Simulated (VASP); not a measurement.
Energy against volume of PbS (rock salt). All values below come from PBE GGA, VASP's PBE PAW potentials (set 64) (plane waves; VASP 6.6.1). Run with 520 eV cut-off, 8×8×8 Γ-centred mesh, Gaussian smearing of 0.050 eV, potentials Pb_d S.

```json
[
 {"V (Å³/atom)": "25.443", "E (eV/atom)": "-4.36587"},
 {"V (Å³/atom)": "26.255", "E (eV/atom)": "-4.38017"},
 {"V (Å³/atom)": "27.067", "E (eV/atom)": "-4.38494"},
 {"V (Å³/atom)": "27.879", "E (eV/atom)": "-4.38159"}
]
```

**Question.** Fit these four points and predict the energy of the run at 28.691 Å³/atom.

**Answer.** A cubic in V^(−2/3), the third-order Birch-Murnaghan form, passes through the four points with V0 = 27.12 Å³/atom and B0 = 53 GPa, and gives -4.3713 eV/atom there. The run gave -4.3713 eV/atom, -0.0 meV/atom from the fit; all five points give B0 = 53 GPa.

The compound is PbS in the rock salt structure. It was relaxed first.
